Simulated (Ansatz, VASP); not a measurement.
# Sn: VASP beside Ansatz, part 4 of 4

One calculation is typed for both programs; each brings its own data sets. How far apart do they land? Of the first pair: The structure shown is the start of the Ansatz relaxation below; VASP solves that cell, so the two are compared at the walk's first step.

VASP 6.6.1 and Ansatz 0.2.0.

So far. Step 3 (VASP: single point, PBEsol, start cell, pair 1): The run ends at a pressure of -0.94 GPa, with forces up to 0.071 eV/Å.

**6. VASP: single point, PBEsol, cell relaxed in part, pair 2**

Level of this step: PBEsol; plane waves and PAW (Sn_d) (VASP).

The same cell, functional, mesh and smearing now go to VASP, with its own data sets.

The input, INCAR:

```
SYSTEM = Sn
PREC = Accurate
ENCUT = 500
EDIFF = 1E-06
NELM = 120
ISMEAR = 0
SIGMA = 0.015
LREAL = .FALSE.
ALGO = Normal
GGA = PS
NBANDS = 20
LORBIT = 11
LWAVE = .FALSE.
LCHARG = .FALSE.
ISIF = 2
ISYM = 2
LASPH = .TRUE.
GGA_COMPAT = .FALSE.
KPAR = 2
```

The input, POSCAR:

```
Sn
1.0
    0.0689931769      3.3314607117      3.2056490243
    3.3314607117      0.0689931769      3.2056490243
    3.4004538886      3.4004538886      0.0000000000
Sn
2
Direct
    0.5037456113      0.5037456113      0.4962812685
    0.7462543887      0.7462543887      0.7537187315
```

The input, KPOINTS:

```
Points of the shifted mesh
1728
Reciprocal
 0.0416666667  0.0416666667  0.0416666667 1
 0.0416666667  0.0416666667  0.1250000000 1
 0.0416666667  0.0416666667  0.2083333333 1
 0.0416666667  0.0416666667  0.2916666667 1
 0.0416666667  0.0416666667  0.3750000000 1
 0.0416666667  0.0416666667  0.4583333333 1
 0.0416666667  0.0416666667  0.5416666667 1
 0.0416666667  0.0416666667  0.6250000000 1
 0.0416666667  0.0416666667  0.7083333333 1
 0.0416666667  0.0416666667  0.7916666667 1
 0.0416666667  0.0416666667  0.8750000000 1
 0.0416666667  0.0416666667  0.9583333333 1
 0.0416666667  0.1250000000  0.0416666667 1
 0.0416666667  0.1250000000  0.1250000000 1
 0.0416666667  0.1250000000  0.2083333333 1
 0.0416666667  0.1250000000  0.2916666667 1
 0.0416666667  0.1250000000  0.3750000000 1
 0.0416666667  0.1250000000  0.4583333333 1
 0.0416666667  0.1250000000  0.5416666667 1
 0.0416666667  0.1250000000  0.6250000000 1
 0.0416666667  0.1250000000  0.7083333333 1
 0.0416666667  0.1250000000  0.7916666667 1
 0.0416666667  0.1250000000  0.8750000000 1
 0.0416666667  0.1250000000  0.9583333333 1
 0.0416666667  0.2083333333  0.0416666667 1
 0.0416666667  0.2083333333  0.1250000000 1
 0.0416666667  0.2083333333  0.2083333333 1
 0.0416666667  0.2083333333  0.2916666667 1
 0.0416666667  0.2083333333  0.3750000000 1
 0.0416666667  0.2083333333  0.4583333333 1
 0.0416666667  0.2083333333  0.5416666667 1
 0.0416666667  0.2083333333  0.6250000000 1
 0.0416666667  0.2083333333  0.7083333333 1
 0.0416666667  0.2083333333  0.7916666667 1
 0.0416666667  0.2083333333  0.8750000000 1
 0.0416666667  0.2083333333  0.9583333333 1
 0.0416666667  0.2916666667  0.0416666667 1
 0.0416666667  0.2916666667  0.1250000000 1
 0.0416666667  0.2916666667  0.2083333333 1
 0.0416666667  0.2916666667  0.2916666667 1
 0.0416666667  0.2916666667  0.3750000000 1
 0.0416666667  0.2916666667  0.4583333333 1
 0.0416666667  0.2916666667  0.5416666667 1
 0.0416666667  0.2916666667  0.6250000000 1
 0.0416666667  0.2916666667  0.7083333333 1
 0.0416666667  0.2916666667  0.7916666667 1
 0.0416666667  0.2916666667  0.8750000000 1
 0.0416666667  0.2916666667  0.9583333333 1
 0.0416666667  0.3750000000  0.0416666667 1
 0.0416666667  0.3750000000  0.1250000000 1
 0.0416666667  0.3750000000  0.2083333333 1
 0.0416666667  0.3750000000  0.2916666667 1
 0.0416666667  0.3750000000  0.3750000000 1
 0.0416666667  0.3750000000  0.4583333333 1
 0.0416666667  0.3750000000  0.5416666667 1
 0.0416666667  0.3750000000  0.6250000000 1
 0.0416666667  0.3750000000  0.7083333333 1
 0.0416666667  0.3750000000  0.7916666667 1
 0.0416666667  0.3750000000  0.8750000000 1
 0.0416666667  0.3750000000  0.9583333333 1
 0.0416666667  0.4583333333  0.0416666667 1
 0.0416666667  0.4583333333  0.1250000000 1
 0.0416666667  0.4583333333  0.2083333333 1
 0.0416666667  0.4583333333  0.2916666667 1
 0.0416666667  0.4583333333  0.3750000000 1
 0.0416666667  0.4583333333  0.4583333333 1
 0.0416666667  0.4583333333  0.5416666667 1
 0.0416666667  0.4583333333  0.6250000000 1
 0.0416666667  0.4583333333  0.7083333333 1
 0.0416666667  0.4583333333  0.7916666667 1
 0.0416666667  0.4583333333  0.8750000000 1
 0.0416666667  0.4583333333  0.9583333333 1
 0.0416666667  0.5416666667  0.0416666667 1
 0.0416666667  0.5416666667  0.1250000000 1
 0.0416666667  0.5416666667  0.2083333333 1
 0.0416666667  0.5416666667  0.2916666667 1
 0.0416666667  0.5416666667  0.3750000000 1
 0.0416666667  0.5416666667  0.4583333333 1
 0.0416666667  0.5416666667  0.5416666667 1
 0.0416666667  0.5416666667  0.6250000000 1
 0.0416666667  0.5416666667  0.7083333333 1
 0.0416666667  0.5416666667  0.7916666667 1
 0.0416666667  0.5416666667  0.8750000000 1
 0.0416666667  0.5416666667  0.9583333333 1
 0.0416666667  0.6250000000  0.0416666667 1
 0.0416666667  0.6250000000  0.1250000000 1
 0.0416666667  0.6250000000  0.2083333333 1
 0.0416666667  0.6250000000  0.2916666667 1
 0.0416666667  0.6250000000  0.3750000000 1
 0.0416666667  0.6250000000  0.4583333333 1
 0.0416666667  0.6250000000  0.5416666667 1
 0.0416666667  0.6250000000  0.6250000000 1
 0.0416666667  0.6250000000  0.7083333333 1
 0.0416666667  0.6250000000  0.7916666667 1
 0.0416666667  0.6250000000  0.8750000000 1
 0.0416666667  0.6250000000  0.9583333333 1
 0.0416666667  0.7083333333  0.0416666667 1
 0.0416666667  0.7083333333  0.1250000000 1
 0.0416666667  0.7083333333  0.2083333333 1
 0.0416666667  0.7083333333  0.2916666667 1
 0.0416666667  0.7083333333  0.3750000000 1
 0.0416666667  0.7083333333  0.4583333333 1
 0.0416666667  0.7083333333  0.5416666667 1
 0.0416666667  0.7083333333  0.6250000000 1
 0.0416666667  0.7083333333  0.7083333333 1
 0.0416666667  0.7083333333  0.7916666667 1
 0.0416666667  0.7083333333  0.8750000000 1
 0.0416666667  0.7083333333  0.9583333333 1
 0.0416666667  0.7916666667  0.0416666667 1
 0.0416666667  0.7916666667  0.1250000000 1
 0.0416666667  0.7916666667  0.2083333333 1
 0.0416666667  0.7916666667  0.2916666667 1
[... 1390 lines left out ...]
 0.8750000000  0.4583333333  0.1250000000 1
 0.8750000000  0.4583333333  0.2083333333 1
 0.8750000000  0.4583333333  0.2916666667 1
 0.8750000000  0.4583333333  0.3750000000 1
 0.8750000000  0.4583333333  0.4583333333 1
 0.8750000000  0.4583333333  0.5416666667 1
 0.8750000000  0.4583333333  0.6250000000 1
 0.8750000000  0.4583333333  0.7083333333 1
 0.8750000000  0.4583333333  0.7916666667 1
 0.8750000000  0.4583333333  0.8750000000 1
 0.8750000000  0.4583333333  0.9583333333 1
 0.8750000000  0.5416666667  0.0416666667 1
 0.8750000000  0.5416666667  0.1250000000 1
 0.8750000000  0.5416666667  0.2083333333 1
 0.8750000000  0.5416666667  0.2916666667 1
 0.8750000000  0.5416666667  0.3750000000 1
 0.8750000000  0.5416666667  0.4583333333 1
 0.8750000000  0.5416666667  0.5416666667 1
 0.8750000000  0.5416666667  0.6250000000 1
 0.8750000000  0.5416666667  0.7083333333 1
 0.8750000000  0.5416666667  0.7916666667 1
 0.8750000000  0.5416666667  0.8750000000 1
 0.8750000000  0.5416666667  0.9583333333 1
 0.8750000000  0.6250000000  0.0416666667 1
 0.8750000000  0.6250000000  0.1250000000 1
 0.8750000000  0.6250000000  0.2083333333 1
 0.8750000000  0.6250000000  0.2916666667 1
 0.8750000000  0.6250000000  0.3750000000 1
 0.8750000000  0.6250000000  0.4583333333 1
 0.8750000000  0.6250000000  0.5416666667 1
 0.8750000000  0.6250000000  0.6250000000 1
 0.8750000000  0.6250000000  0.7083333333 1
 0.8750000000  0.6250000000  0.7916666667 1
 0.8750000000  0.6250000000  0.8750000000 1
 0.8750000000  0.6250000000  0.9583333333 1
 0.8750000000  0.7083333333  0.0416666667 1
 0.8750000000  0.7083333333  0.1250000000 1
 0.8750000000  0.7083333333  0.2083333333 1
 0.8750000000  0.7083333333  0.2916666667 1
 0.8750000000  0.7083333333  0.3750000000 1
 0.8750000000  0.7083333333  0.4583333333 1
 0.8750000000  0.7083333333  0.5416666667 1
 0.8750000000  0.7083333333  0.6250000000 1
 0.8750000000  0.7083333333  0.7083333333 1
 0.8750000000  0.7083333333  0.7916666667 1
 0.8750000000  0.7083333333  0.8750000000 1
 0.8750000000  0.7083333333  0.9583333333 1
 0.8750000000  0.7916666667  0.0416666667 1
 0.8750000000  0.7916666667  0.1250000000 1
 0.8750000000  0.7916666667  0.2083333333 1
 0.8750000000  0.7916666667  0.2916666667 1
 0.8750000000  0.7916666667  0.3750000000 1
 0.8750000000  0.7916666667  0.4583333333 1
 0.8750000000  0.7916666667  0.5416666667 1
 0.8750000000  0.7916666667  0.6250000000 1
 0.8750000000  0.7916666667  0.7083333333 1
 0.8750000000  0.7916666667  0.7916666667 1
 0.8750000000  0.7916666667  0.8750000000 1
 0.8750000000  0.7916666667  0.9583333333 1
 0.8750000000  0.8750000000  0.0416666667 1
 0.8750000000  0.8750000000  0.1250000000 1
 0.8750000000  0.8750000000  0.2083333333 1
 0.8750000000  0.8750000000  0.2916666667 1
 0.8750000000  0.8750000000  0.3750000000 1
 0.8750000000  0.8750000000  0.4583333333 1
 0.8750000000  0.8750000000  0.5416666667 1
 0.8750000000  0.8750000000  0.6250000000 1
 0.8750000000  0.8750000000  0.7083333333 1
 0.8750000000  0.8750000000  0.7916666667 1
 0.8750000000  0.8750000000  0.8750000000 1
 0.8750000000  0.8750000000  0.9583333333 1
 0.8750000000  0.9583333333  0.0416666667 1
 0.8750000000  0.9583333333  0.1250000000 1
 0.8750000000  0.9583333333  0.2083333333 1
 0.8750000000  0.9583333333  0.2916666667 1
 0.8750000000  0.9583333333  0.3750000000 1
 0.8750000000  0.9583333333  0.4583333333 1
 0.8750000000  0.9583333333  0.5416666667 1
 0.8750000000  0.9583333333  0.6250000000 1
 0.8750000000  0.9583333333  0.7083333333 1
 0.8750000000  0.9583333333  0.7916666667 1
 0.8750000000  0.9583333333  0.8750000000 1
 0.8750000000  0.9583333333  0.9583333333 1
 0.9583333333  0.0416666667  0.0416666667 1
 0.9583333333  0.0416666667  0.1250000000 1
 0.9583333333  0.0416666667  0.2083333333 1
 0.9583333333  0.0416666667  0.2916666667 1
 0.9583333333  0.0416666667  0.3750000000 1
 0.9583333333  0.0416666667  0.4583333333 1
 0.9583333333  0.0416666667  0.5416666667 1
 0.9583333333  0.0416666667  0.6250000000 1
 0.9583333333  0.0416666667  0.7083333333 1
 0.9583333333  0.0416666667  0.7916666667 1
 0.9583333333  0.0416666667  0.8750000000 1
 0.9583333333  0.0416666667  0.9583333333 1
 0.9583333333  0.1250000000  0.0416666667 1
 0.9583333333  0.1250000000  0.1250000000 1
 0.9583333333  0.1250000000  0.2083333333 1
 0.9583333333  0.1250000000  0.2916666667 1
 0.9583333333  0.1250000000  0.3750000000 1
 0.9583333333  0.1250000000  0.4583333333 1
 0.9583333333  0.1250000000  0.5416666667 1
 0.9583333333  0.1250000000  0.6250000000 1
 0.9583333333  0.1250000000  0.7083333333 1
 0.9583333333  0.1250000000  0.7916666667 1
 0.9583333333  0.1250000000  0.8750000000 1
 0.9583333333  0.1250000000  0.9583333333 1
 0.9583333333  0.2083333333  0.0416666667 1
 0.9583333333  0.2083333333  0.1250000000 1
 0.9583333333  0.2083333333  0.2083333333 1
 0.9583333333  0.2083333333  0.2916666667 1
 0.9583333333  0.2083333333  0.3750000000 1
 0.9583333333  0.2083333333  0.4583333333 1
 0.9583333333  0.2083333333  0.5416666667 1
 0.9583333333  0.2083333333  0.6250000000 1
 0.9583333333  0.2083333333  0.7083333333 1
 0.9583333333  0.2083333333  0.7916666667 1
 0.9583333333  0.2083333333  0.8750000000 1
 0.9583333333  0.2083333333  0.9583333333 1
 0.9583333333  0.2916666667  0.0416666667 1
 0.9583333333  0.2916666667  0.1250000000 1
 0.9583333333  0.2916666667  0.2083333333 1
 0.9583333333  0.2916666667  0.2916666667 1
 0.9583333333  0.2916666667  0.3750000000 1
 0.9583333333  0.2916666667  0.4583333333 1
 0.9583333333  0.2916666667  0.5416666667 1
 0.9583333333  0.2916666667  0.6250000000 1
 0.9583333333  0.2916666667  0.7083333333 1
 0.9583333333  0.2916666667  0.7916666667 1
 0.9583333333  0.2916666667  0.8750000000 1
 0.9583333333  0.2916666667  0.9583333333 1
 0.9583333333  0.3750000000  0.0416666667 1
 0.9583333333  0.3750000000  0.1250000000 1
 0.9583333333  0.3750000000  0.2083333333 1
 0.9583333333  0.3750000000  0.2916666667 1
 0.9583333333  0.3750000000  0.3750000000 1
 0.9583333333  0.3750000000  0.4583333333 1
 0.9583333333  0.3750000000  0.5416666667 1
 0.9583333333  0.3750000000  0.6250000000 1
 0.9583333333  0.3750000000  0.7083333333 1
 0.9583333333  0.3750000000  0.7916666667 1
 0.9583333333  0.3750000000  0.8750000000 1
 0.9583333333  0.3750000000  0.9583333333 1
 0.9583333333  0.4583333333  0.0416666667 1
 0.9583333333  0.4583333333  0.1250000000 1
 0.9583333333  0.4583333333  0.2083333333 1
 0.9583333333  0.4583333333  0.2916666667 1
 0.9583333333  0.4583333333  0.3750000000 1
 0.9583333333  0.4583333333  0.4583333333 1
 0.9583333333  0.4583333333  0.5416666667 1
 0.9583333333  0.4583333333  0.6250000000 1
 0.9583333333  0.4583333333  0.7083333333 1
 0.9583333333  0.4583333333  0.7916666667 1
 0.9583333333  0.4583333333  0.8750000000 1
 0.9583333333  0.4583333333  0.9583333333 1
 0.9583333333  0.5416666667  0.0416666667 1
 0.9583333333  0.5416666667  0.1250000000 1
 0.9583333333  0.5416666667  0.2083333333 1
 0.9583333333  0.5416666667  0.2916666667 1
 0.9583333333  0.5416666667  0.3750000000 1
 0.9583333333  0.5416666667  0.4583333333 1
 0.9583333333  0.5416666667  0.5416666667 1
 0.9583333333  0.5416666667  0.6250000000 1
 0.9583333333  0.5416666667  0.7083333333 1
 0.9583333333  0.5416666667  0.7916666667 1
 0.9583333333  0.5416666667  0.8750000000 1
 0.9583333333  0.5416666667  0.9583333333 1
 0.9583333333  0.6250000000  0.0416666667 1
 0.9583333333  0.6250000000  0.1250000000 1
 0.9583333333  0.6250000000  0.2083333333 1
 0.9583333333  0.6250000000  0.2916666667 1
 0.9583333333  0.6250000000  0.3750000000 1
 0.9583333333  0.6250000000  0.4583333333 1
 0.9583333333  0.6250000000  0.5416666667 1
 0.9583333333  0.6250000000  0.6250000000 1
 0.9583333333  0.6250000000  0.7083333333 1
 0.9583333333  0.6250000000  0.7916666667 1
 0.9583333333  0.6250000000  0.8750000000 1
 0.9583333333  0.6250000000  0.9583333333 1
 0.9583333333  0.7083333333  0.0416666667 1
 0.9583333333  0.7083333333  0.1250000000 1
 0.9583333333  0.7083333333  0.2083333333 1
 0.9583333333  0.7083333333  0.2916666667 1
 0.9583333333  0.7083333333  0.3750000000 1
 0.9583333333  0.7083333333  0.4583333333 1
 0.9583333333  0.7083333333  0.5416666667 1
 0.9583333333  0.7083333333  0.6250000000 1
 0.9583333333  0.7083333333  0.7083333333 1
 0.9583333333  0.7083333333  0.7916666667 1
 0.9583333333  0.7083333333  0.8750000000 1
 0.9583333333  0.7083333333  0.9583333333 1
 0.9583333333  0.7916666667  0.0416666667 1
 0.9583333333  0.7916666667  0.1250000000 1
 0.9583333333  0.7916666667  0.2083333333 1
 0.9583333333  0.7916666667  0.2916666667 1
 0.9583333333  0.7916666667  0.3750000000 1
 0.9583333333  0.7916666667  0.4583333333 1
 0.9583333333  0.7916666667  0.5416666667 1
 0.9583333333  0.7916666667  0.6250000000 1
 0.9583333333  0.7916666667  0.7083333333 1
 0.9583333333  0.7916666667  0.7916666667 1
 0.9583333333  0.7916666667  0.8750000000 1
 0.9583333333  0.7916666667  0.9583333333 1
 0.9583333333  0.8750000000  0.0416666667 1
 0.9583333333  0.8750000000  0.1250000000 1
 0.9583333333  0.8750000000  0.2083333333 1
 0.9583333333  0.8750000000  0.2916666667 1
 0.9583333333  0.8750000000  0.3750000000 1
 0.9583333333  0.8750000000  0.4583333333 1
 0.9583333333  0.8750000000  0.5416666667 1
 0.9583333333  0.8750000000  0.6250000000 1
 0.9583333333  0.8750000000  0.7083333333 1
 0.9583333333  0.8750000000  0.7916666667 1
 0.9583333333  0.8750000000  0.8750000000 1
 0.9583333333  0.8750000000  0.9583333333 1
 0.9583333333  0.9583333333  0.0416666667 1
 0.9583333333  0.9583333333  0.1250000000 1
 0.9583333333  0.9583333333  0.2083333333 1
 0.9583333333  0.9583333333  0.2916666667 1
 0.9583333333  0.9583333333  0.3750000000 1
 0.9583333333  0.9583333333  0.4583333333 1
 0.9583333333  0.9583333333  0.5416666667 1
 0.9583333333  0.9583333333  0.6250000000 1
 0.9583333333  0.9583333333  0.7083333333 1
 0.9583333333  0.9583333333  0.7916666667 1
 0.9583333333  0.9583333333  0.8750000000 1
 0.9583333333  0.9583333333  0.9583333333 1
```

Potentials, in the order of the species: Sn_d (PBE family, release 64).

The run is started by

```sh
> mpirun -np 2 vasp_std
```

Log:

```text
[banner, memory and clock lines left out]
running    2 mpi-ranks, on    1 nodes
[...]
[... a notice as in an earlier step ...]

 LDA part: xc-table for (Slater+PW92), standard interpolation
 POSCAR, INCAR and KPOINTS ok, starting setup
[...]
entering main loop
       N       E                     dE             d eps       ncg     rms          rms(c)
DAV:   1     0.220027482725E+03    0.22003E+03   -0.14753E+04 69528   0.196E+03
DAV:   2     0.146079010598E+02   -0.20542E+03   -0.20170E+03 69304   0.436E+02
DAV:   3    -0.779752959016E+01   -0.22405E+02   -0.22269E+02 79240   0.141E+02
DAV:   4    -0.851539846651E+01   -0.71787E+00   -0.71734E+00 78352   0.286E+01
[...]
DAV:  10    -0.844638881296E+01   -0.16742E-04   -0.26459E-05 82176   0.510E-02    0.582E-03
DAV:  11    -0.844639060705E+01   -0.17941E-05   -0.39015E-06 60676   0.152E-02    0.139E-03
DAV:  12    -0.844639056556E+01    0.41497E-07   -0.67621E-07 52812   0.991E-03
   1 F= -.84463906E+01 E0= -.84463861E+01  d E =-.898612E-05
```

OUTCAR, selected parts (step 6):

```text
  Total       -0.4756005     -0.4756005     -0.0224164     -0.4536471      0.0014005      0.0014005
  in kB      -10.7133136    -10.7133136     -0.5049484    -10.2187949      0.0315475      0.0315483
  external PRESSURE =      -7.3105252 kB  Pullay stress =       0.0000000 kB

 POSITION                                       TOTAL-FORCE (eV/Angst)
 -----------------------------------------------------------------------------------
      3.40055      3.40055      3.22966         0.000145      0.000145     -0.001894
      5.10059      5.10059      4.78446        -0.000145     -0.000145      0.001894
 -----------------------------------------------------------------------------------
    total drift:                               -0.000000     -0.000000      0.000000

  FREE ENERGIE OF THE ION-ELECTRON SYSTEM (eV)
  ---------------------------------------------------
  free  energy   TOTEN  =        -8.4463905656 eV

  energy  without entropy=       -8.4463815794  energy(sigma->0) =       -8.44638607

[... 1 part as in an earlier step ...]

[... 2 further parts left out ...]
[key lines of the parts left out:]
E-fermi :   5.0680
```

The run ends at a pressure of -0.73 GPa, with forces up to 0.0019 eV/Å.

**7. Side by side**

What differs besides the data sets and the points named for the pairs above, as far as they apply: the cutoff is 420 eV in Ansatz and 500 eV in VASP; Ansatz's pressure holds a Pulay correction, VASP's none. Total energies have different zeros and are not compared.

Compared:

```
      quantity  Ansatz   VASP  difference
pressure (GPa)   -0.68  -0.73       +0.05
```

**8. Results**

```yaml
r_m_s_force_difference_single_point_pbesol_start_cell_pair_1: 1.4 meV/Å
difference_in_pressure_single_point_pbesol_cell_relaxed_in_part_pair_2: 0.050 GPa
```

In words: The r.m.s. force difference is 1.4 meV/Å (single point, PBEsol, start cell, pair 1), within the 12 meV/Å picked in this series as the mark of a large difference. How closely two codes agree says nothing of how well the functional describes the real material.

[Lines on the potential files, build, host, timing and source positions are cut from VASP's logs without a mark.]

[Logs are printed without paths, hosts, clocks, repeated set-up lines and the standing remarks that a program may print on its own settings, such as how far it seeks lower states.]

[Hosts, paths, dates, database ids (printed as entryN), source tags and the programs' standing remarks are cut or masked in the printed files.]
